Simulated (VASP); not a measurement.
Consider the following.

```xyz
2
Lattice="0.0000 3.0950 3.0950 3.0950 0.0000 3.0950 3.0950 3.0950 0.0000" Properties=species:S:1:pos:R:3 pbc="T T T"
Sb     0.0000     0.0000     0.0000
Y      3.0950     3.0950     3.0950
```

All values below come from r2SCAN+rVV10, VASP's PBE PAW potentials (set 64) (plane waves; VASP). Settings: 400 eV cut-off, 11×11×11 Γ-centred mesh, tetrahedra with Blöchl corrections, potentials Sb Y_sv.

Give the energies of bands 6 to 11 at the high-symmetry points, in eV from the Fermi level.

```csv
band,Γ,X,U,L,W
6,0.55,-3.21,-2.97,-4.47,-2.68
7,0.55,-0.99,-2.90,-2.02,-2.68
8,0.55,-0.99,-1.59,-2.02,-2.47
9,1.21,-0.37,1.17,3.12,2.49
10,1.21,2.59,3.38,3.12,2.49
11,1.21,3.19,3.70,3.42,2.94
```

It has no gap at this level: it comes out as a metal or semimetal.

The structure comes from a measured YSb entry (Fm-3m) of the Crystallography Open Database, whose conditions weren't checked. The cell was not relaxed at this level.
